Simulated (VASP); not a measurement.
Input:

```xyz
3
Lattice="1.5846 -2.7447 0.0000 1.5846 2.7447 0.0000 0.0000 0.0000 3.5469" Properties=species:S:1:pos:R:3 pbc="T T T"
Zr     1.5846     2.7447     0.0000
B      1.5846     0.9149     1.7735
B      1.5846    -0.9149     1.7735
```

The numbers are results of PBE GGA, VASP's PBE PAW potentials (set 64) (plane waves; VASP 6.6.1), not measurements. Numerical set-up: 520 eV cut-off, Gaussian smearing of 0.050 eV, potentials Zr_sv B.

Problem. What does the run give for the band gap (along the path) with the smallest direct gap where there is one?

Solution. 
| Quantity | Result |
|---|---|
| band gap (along the path) | none (metal, semimetal or under 0.01 eV) |

Total energies compare only between runs with the same potentials, cut-off and functional.

The compound is ZrB2 in the AlB2 type structure. It was relaxed first.
